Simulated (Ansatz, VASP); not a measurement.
**Two plane-wave programs on InF7**

```
In F
1.0
     0.00000    3.44187    3.44187
     3.44187    0.00000    3.44187
     3.44187    3.44187    0.00000
In F
1 7
Direct
  0.00000 0.00000 0.00000
  0.00000 0.00000 0.50000
  0.50000 0.00000 0.50000
  0.00000 0.50000 0.50000
  0.50000 0.50000 0.00000
  0.00000 0.50000 0.00000
  0.50000 0.00000 0.00000
  0.50000 0.50000 0.50000
```

Change from the starting cell: species swapped into the Zn7Mo type (Fm-3m, No. 225).

Alike in both runs: functional PBE; k mesh 4 × 4 × 4; occupations gaussian, width 0.1 eV; no spin polarisation.

Ansatz relaxed the structure, and its values are those at the end. VASP's run is a single point on that final structure, the one shown.

```csv
,VASP,Ansatz
version,VASP 6.6.1,Ansatz 0.2.0
potentials or method,"VASP PAW PBE potentials, release 64 (In_d, F)","scalar-relativistic, plane waves, PAW"
plane-wave cutoff (eV),520,420
valence electrons in the cell,62,62
```

```csv
,VASP,Ansatz,Ansatz less VASP
gap on the k mesh at the Fermi level (eV),none,none,-
pressure (GPa),-0.4,0.0,+0.36
```

A gap of «none» marks a metal or a gap that the smearing closes.

Caveats: the k mesh is coarse (spacing up to 0.40 Å⁻¹), so the values aren't converged.
